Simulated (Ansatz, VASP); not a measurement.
## Lu4C3: VASP beside Ansatz

INCAR

```
PREC = Accurate ; ENCUT = 520
EDIFF = 1E-6 ; ISMEAR = 0
SIGMA = 0.1 ; LREAL = F
LASPH = T ; NELM = 100
ALGO = Normal ; ISIF = 2
LWAVE = F ; LCHARG = F
GGA = PE ; NBANDS = 65
```

The input KPOINTS:

```
regular mesh
0
Gamma
  4 4 4
```

The input POSCAR:

```
Lu4C3
1.0
    4.7524075900      0.0000000000      0.0000000000
    0.0000000000      4.7524075900      0.0000000000
    0.0000000000      0.0000000000      4.7524075900
Lu C
4 3
Direct
    0.5000000000      0.5000000000      0.5000000000
    0.5000000000      0.0000000000      0.0000000000
    0.0000000000      0.5000000000      0.0000000000
    0.0000000000      0.0000000000      0.5000000000
    0.5000000000      0.5000000000      0.0000000000
    0.0000000000      0.5000000000      0.5000000000
    0.5000000000      0.0000000000      0.5000000000
```

Input for Ansatz:

```yaml
crystal:
  lattice:
    - [4.75240759, 0.0, 0.0]
    - [0.0, 4.75240759, 0.0]
    - [0.0, 0.0, 4.75240759]
  atoms:
    - { symbol: Lu, position: [0.5, 0.5, 0.5] }
    - { symbol: Lu, position: [0.5, 0.0, 0.0] }
    - { symbol: Lu, position: [0.0, 0.5, 0.0] }
    - { symbol: Lu, position: [0.0, 0.0, 0.5] }
    - { symbol: C, position: [0.5, 0.5, 0.0] }
    - { symbol: C, position: [0.0, 0.5, 0.5] }
    - { symbol: C, position: [0.5, 0.0, 0.5] }
basis:
  ecutwfc: 420
kpoints:
  mp_grid: { grid: [4, 4, 4] }
hamiltonian:
  xc: pbe
scf:
  occupations: { method: gaussian, width: 0.1 }
  lower_state_search: "off"
output:
  forces: true
  stress: true
  eigenvalues: true
```

Change from the starting cell: species swapped into the W3N4 type (Pm-3m, No. 221).

Alike in both runs: task single point; functional PBE; k mesh 4 × 4 × 4; occupations gaussian, width 0.1 eV; no spin polarisation.

|  | VASP | Ansatz |
| --- | --- | --- |
| version | VASP 6.6.1 | Ansatz 0.2.0 |
| potentials or method | VASP PAW PBE potentials, release 64 (Lu, C) | scalar-relativistic, plane waves, PAW |
| plane-wave cutoff (eV) | 520 | 420 |
| valence electrons in the cell | 112 | 112 |

Ansatz gave:

```
gap on the k mesh at the Fermi level (eV) : none
pressure (GPa)                            : 12.3
```

Q: Which values does VASP return?

A: gap on the k mesh at the Fermi level (eV): none; pressure (GPa): 13.2.

A gap of «none» marks a metal or a gap that the smearing closes. The functional is the same, so the differences come from potentials, cutoffs and numerics.

The runs have no spin-orbit coupling, so splittings on Lu are missing.
